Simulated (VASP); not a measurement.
All values below come from PBE GGA, VASP's PBE PAW potentials (set 64) (plane waves; VASP).

The input files of a VASP run:

File POSCAR:
```
Ir
1
    0.0000000000     1.8780297762     1.8780297762
    1.8780297762     0.0000000000     1.8780297762
    1.8780297762     1.8780297762     0.0000000000
Ir
1
Direct
  0.0000000000   0.0000000000   0.0000000000
```

### KPOINTS
```
K-points
0
Gamma
  16 16 16
0 0 0
```

### INCAR
```
GGA = PE
LWAVE = .False.
LREAL = .False.   ! projection in real space or not
PREC = Accurate
SYSTEM = Ir
ISMEAR = 1
ENCUT = 480
LMAXMIX = 6   ! l cut-off of mixed one-centre charges
LCHARG = .False.
NELM = 100   ! most electronic steps
ALGO = Normal
EDIFF = 1E-7
LASPH = .True.   ! aspherical one-centre terms
ISIF = 2   ! forces and stress, cell fixed
SIGMA = 0.1
```

POTCAR, in this order: Ir (PBE.64 set). Program: vasp_std.

Unless said otherwise, spin-orbit coupling is left out, though it shifts the bands of the heavy elements here.

**Question.** Estimate the energy per atom (σ→0), pressure, band gap (on the k-mesh).

**Answer.** 
```json
{
  "energy per atom (σ→0)": "-8.692 eV/atom",
  "band gap (on the k-mesh)": "none (metal, semimetal or under 0.01 eV)",
  "pressure": "40.68 GPa"
}
```

OSZICAR:
```
...
DAV:   5    -0.921009694044E+01   -0.12055E-04   -0.12054E-04  3464   0.616E-02    0.183E+01
DAV:   6    -0.879528766815E+01    0.41481E+00   -0.73799E-01  2736   0.123E+01    0.807E+00
DAV:   7    -0.869862112401E+01    0.96667E-01   -0.30296E-01  3056   0.735E+00    0.154E+00
DAV:   8    -0.869237072555E+01    0.62504E-02   -0.31435E-03  2656   0.934E-01    0.304E-01
DAV:   9    -0.869198658216E+01    0.38414E-03   -0.54323E-04  3208   0.384E-01    0.164E-02
DAV:  10    -0.869199369227E+01   -0.71101E-05   -0.48597E-06  3080   0.228E-02    0.227E-03
DAV:  11    -0.869199359389E+01    0.98373E-07   -0.64329E-08  2608   0.333E-03
   1 F= -.86919936E+01 E0= -.86918843E+01  d E =-.327758E-03
```

The compound is Ir in the fcc structure. This cell was strained or had an atom moved on purpose.
